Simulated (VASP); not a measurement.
All values below come from r2SCAN meta-GGA, VASP's PBE PAW potentials (set 64) (plane waves; VASP).

VASP ran on this input.

File KPOINTS:
```
Automatic
0
G
 14 14 14
```

**INCAR**
```
SYSTEM = Sm
PREC = Accurate
ENCUT = 400
EDIFF = 1E-7
NELM = 100
ALGO = Normal
LREAL = .FALSE.
LASPH = .TRUE.
ISMEAR = -5
METAGGA = R2SCAN
LMIXTAU = .TRUE.
LMAXMIX = 6
LWAVE = .FALSE.
LCHARG = .FALSE.
LORBIT = 11
NEDOS = 601
ISIF = 2
```

**POSCAR**
```
Sm
1
   -2.0467389915     2.0467389915     2.0467389915
    2.0467389915    -2.0467389915     2.0467389915
    2.0467389915     2.0467389915    -2.0467389915
Sm
1
Direct
  0.0000000000   0.0000000000   0.0000000000
```

**KPOINTS_OPT**
```
k-points along high-symmetry lines
10
Line-mode
Reciprocal
  0.000000   0.000000   0.000000 ! GAMMA
  0.500000  -0.500000   0.500000 ! H

  0.500000  -0.500000   0.500000 ! H
  0.000000   0.000000   0.500000 ! N

  0.000000   0.000000   0.500000 ! N
  0.000000   0.000000   0.000000 ! GAMMA

  0.000000   0.000000   0.000000 ! GAMMA
  0.250000   0.250000   0.250000 ! P

  0.250000   0.250000   0.250000 ! P
  0.500000  -0.500000   0.500000 ! H

  0.250000   0.250000   0.250000 ! P
  0.000000   0.000000   0.500000 ! N
```

POTCAR, in this order: Sm_3 (PBE.64 set). Program: vasp_std.

The run wrote:

File OUTCAR:
```
 ion  position               nearest neighbor table
   1  0.000  0.000  0.000-
  LATTYP: Found a body centered cubic cell.
 ALAT       =     4.0934779830
 Subroutine PRICEL returns:
 Original cell was already a primitive cell.
 Subroutine GETGRP returns: Found 48 space group operations
The static configuration has the point symmetry O_h .
The dynamic configuration has the point symmetry O_h .
 Subroutine INISYM returns: Found 48 space group operations
 Subroutine IBZKPT returns following result:
 Found    104 irreducible k-points:

 Following reciprocal coordinates:
            Coordinates               Weight
  0.000000  0.000000  0.000000      1.000000
  0.071429  0.000000  0.000000     12.000000
  0.142857  0.000000  0.000000     12.000000
  0.214286  0.000000  0.000000     12.000000
  0.285714  0.000000  0.000000     12.000000
  0.357143  0.000000  0.000000     12.000000
  0.428571  0.000000  0.000000     12.000000
  0.500000  0.000000  0.000000      6.000000
  0.071429  0.071429  0.000000     24.000000
  0.142857  0.071429  0.000000     48.000000
...
```

### OSZICAR
```
       N       E                     dE             d eps       ncg     rms          rms(c)
DAV:   1     0.212679006860E+02    0.21268E+02   -0.45721E+03  1880   0.870E+02
DAV:   2    -0.315288793937E+02   -0.52797E+02   -0.52366E+02  1975   0.201E+02
DAV:   3    -0.322566549915E+02   -0.72778E+00   -0.71139E+00  2598   0.243E+01
DAV:   4    -0.322620019023E+02   -0.53469E-02   -0.50401E-02  2492   0.145E+00
DAV:   5    -0.322620300605E+02   -0.28158E-04   -0.27445E-04  2640   0.791E-02    0.305E+00
DAV:   6    -0.292352390311E+02    0.30268E+01   -0.75537E-01  1890   0.104E+01    0.132E+00
DAV:   7    -0.296337904891E+02   -0.39855E+00   -0.13544E-01  1913   0.391E+00    0.794E-01
DAV:   8    -0.295863470775E+02    0.47443E-01   -0.26369E-02  1898   0.171E+00    0.351E-01
DAV:   9    -0.296676838551E+02   -0.81337E-01   -0.31453E-02  1886   0.214E+00    0.126E-01
DAV:  10    -0.296027747808E+02    0.64909E-01   -0.16622E-02  1882   0.140E+00    0.763E-02
DAV:  11    -0.296162203859E+02   -0.13446E-01   -0.65024E-03  1887   0.882E-01    0.481E-02
DAV:  12    -0.296030759406E+02    0.13144E-01   -0.21330E-03  1920   0.455E-01    0.792E-03
DAV:  13    -0.296022117985E+02    0.86414E-03   -0.43080E-04  2083   0.257E-01    0.587E-03
DAV:  14    -0.296022093603E+02    0.24382E-05   -0.78572E-06  2371   0.287E-02    0.610E-03
DAV:  15    -0.296022089728E+02    0.38749E-06   -0.15620E-06  2105   0.164E-02    0.358E-03
DAV:  16    -0.296022092873E+02   -0.31449E-06   -0.18706E-06  1996   0.139E-02    0.103E-03
DAV:  17    -0.296022079974E+02    0.12898E-05   -0.15334E-07  1767   0.526E-03    0.611E-04
DAV:  18    -0.296022099875E+02   -0.19901E-05   -0.19029E-07  1903   0.481E-03    0.410E-04
DAV:  19    -0.296022091768E+02    0.81069E-06   -0.43438E-08   986   0.226E-03    0.164E-04
DAV:  20    -0.296022092679E+02   -0.91033E-07   -0.20414E-09   970   0.569E-04
   1 F= -.29602209E+02 E0= -.29602209E+02  d E =0.000000E+00
       N       E                     dE             ncg
```

OUTCAR:
```
------------------------ aborting loop because EDIFF is reached ----------------------------------------
  FORCE on cell =-STRESS in cart. coord.  units (eV):
  Direction    XX          YY          ZZ          XY          YZ          ZX
  --------------------------------------------------------------------------------------
  Total        0.0227523      0.0227523      0.0227523      0.0000000      0.0000000     -0.0000000
  in kB        1.0628907      1.0628907      1.0628907      0.0000000      0.0000000     -0.0000000
  external PRESSURE =       1.0628907 kB  Pullay stress =       0.0000000 kB
  volume of cell :       34.30
      direct lattice vectors                 reciprocal lattice vectors
    -2.046738991  2.046738991  2.046738991     0.000000000  0.244291042  0.244291042
     2.046738991 -2.046738991  2.046738991     0.244291042  0.000000000  0.244291042
     2.046738991  2.046738991 -2.046738991     0.244291042  0.244291042  0.000000000
 POSITION                                       TOTAL-FORCE (eV/Angst)
 -----------------------------------------------------------------------------------
      0.00000      0.00000      0.00000        -0.000000      0.000000     -0.000000
 -----------------------------------------------------------------------------------
    total drift:                                0.000000      0.000000      0.000000
  FREE ENERGIE OF THE ION-ELECTRON SYSTEM (eV)
  ---------------------------------------------------
  free  energy   TOTEN  =       -29.6022092679 eV

  energy  without entropy=      -29.6022092679  energy(sigma->0) =      -29.60220927

 total charge

# of ion       s       p       d       tot
------------------------------------------
    1        2.201   5.886   0.942   9.029
```
(Selected blocks of OUTCAR.)

**OUTCAR**
```
 val. band max:        3.0818883484   @ k =   0.2857   0.2857   0.0714

 cond. band min:       2.8726196759   @ k =  -0.3571  -0.3571   0.0714


 Fermi energy:         3.0987165789

 k-point     1 :       0.0000    0.0000    0.0000
  band No.  band energies     occupation
      1     -39.4551      2.00000
      2     -17.9637      2.00000
      3     -17.9637      2.00000
      4     -17.9637      2.00000
      5      -1.5203      2.00000
      6       4.8355      0.00000
      7       4.8355      0.00000
      8       4.8355      0.00000
      9       6.9065      0.00000

 k-point     2 :       0.0714    0.0000    0.0000
  band No.  band energies     occupation
      1     -39.4502      2.00000
      2     -18.0108      2.00000
      3     -17.9776      2.00000
      4     -17.9642      2.00000
      5      -1.3638      2.00000
      6       4.7164      0.00000
      7       4.7832      0.00000
      8       4.9893      0.00000
      9       6.7145      0.00000

 k-point     3 :       0.1429    0.0000    0.0000
  band No.  band energies     occupation
      1     -39.4362      2.00000
      2     -18.1404      2.00000
      3     -18.0161      2.00000
      4     -17.9656      2.00000
      5      -0.9222      2.00000
      6       4.4108      0.00000
      7       4.5474      0.00000
      8       5.4434      0.00000
      9       6.4529      0.00000

 k-point     4 :       0.2143    0.0000    0.0000
  band No.  band energies     occupation
      1     -39.4160      2.00000
      2     -18.3215      2.00000
      3     -18.0711      2.00000
      4     -17.9676      2.00000
      5      -0.2849      2.00000
      6       4.0248      0.00000
      7       4.1289      0.00000
      8       6.1746      0.00000
      9       6.4733      0.00000

 k-point     5 :       0.2857    0.0000    0.0000
  band No.  band energies     occupation
      1     -39.3935      2.00000
      2     -18.5150      2.00000
      3     -18.1312      2.00000
...
```

The 4f electrons are frozen in the core of the lanthanide potential, so 4f levels, which can set the real gap, and their magnetism are missing. For a metal the tetrahedron method with Blöchl corrections gives inexact stress and forces.

The structure was generated: Sm was put into the bcc type (Im-3m), which need not be its known phase. It was relaxed first.
